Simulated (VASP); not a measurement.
Crystal: NaBe2Se2.

```
CELL_PARAMETERS angstrom
3.67228 0.00000 0.00000
-1.83614 3.18028 0.00000
0.00000 0.00000 8.01116
ATOMIC_POSITIONS crystal
Na 0.00000 0.00000 0.50000
Be 0.33333 0.66667 0.14639
Be 0.33333 0.66667 0.85361
Se 0.66667 0.33333 0.22852
Se 0.66667 0.33333 0.77148
```

The cell was built by a generator and needn't be a form met in nature.

* Program: VASP 6.6.1
* Task: relaxation of cell and atoms
* Functional: LDA
* Potentials or basis: VASP PAW LDA potentials, release 64 (Na_pv, Be, Se)
* Cutoff: 600 eV
* k mesh: 8 × 8 × 4
* Occupations: gaussian, width 0.05 eV
* Spin: no spin polarisation

At the start: pressure -3.3 GPa; volume 18.71 Å³/atom.

Task: Where does the relaxation end?

Result: Over 10 steps the energy falls by 13.0 meV/atom and the volume is 17.53 Å³/atom (-6.3 %); space group P-6m2 (No. 187, to 0.05 Å).

The path:
```
step  energy change (eV)  largest force (eV/Å)  pressure (GPa)  volume (Å³)
   1              0.0000                0.1157           -3.33        93.56
   2             -0.0586                0.0184           -0.13        88.39
   3             -0.0586                0.0186           -0.07        88.37
   4             -0.0627                0.0301           -0.01        87.97
   5             -0.0639                0.0540            0.07        87.63
   6             -0.0643                0.0381           -0.02        87.71
   7             -0.0646                0.0185           -0.11        87.83
   8             -0.0646                0.0132           -0.16        87.87
   9             -0.0648                0.0137            0.04        87.59
  10             -0.0648                0.0080           -0.02        87.67
```

Final structure:
```
Na Be Se
1.0
     3.60737    0.00000    0.00000
    -1.80369    3.12407    0.00000
     0.00000    0.00000    7.77906
Na Be Se
1 2 2
Direct
  0.00000 0.00000 0.50000
  0.33333 0.66667 0.14868
  0.33333 0.66667 0.85132
  0.66667 0.33333 0.22912
  0.66667 0.33333 0.77088
```
